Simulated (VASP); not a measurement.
Data:

```
CELL_PARAMETERS angstrom
      0.00000     2.29141     2.29141
      2.29141     0.00000     2.29141
      2.29141     2.29141     0.00000
ATOMIC_POSITIONS crystal
  Ga 0.00000 0.00000 0.00000
  N  0.25000 0.25000 0.25000
```

Method: RPBE GGA, VASP's PBE PAW potentials (set 64) (plane waves; VASP). Settings: 520 eV cut-off, 9×9×9 Γ-centred mesh, Gaussian smearing of 0.050 eV, potentials Ga_d N.

Question: What does the run give for the energy per atom (σ→0), band gap (on the k-mesh) with the smallest direct gap where there is one?

Answer: 
```
Item                                                 Result
-----------------------------------  ----------------------
band gap (on the k-mesh)                            1.46 eV
smallest direct gap (on the k-mesh)                 1.46 eV
energy per atom (σ→0)                -546.9 kJ/mol of atoms
```

The compound is GaN in the zinc blende structure, a metastable form; wurtzite is the usual one. It was relaxed first. The start is the result of an earlier pass.
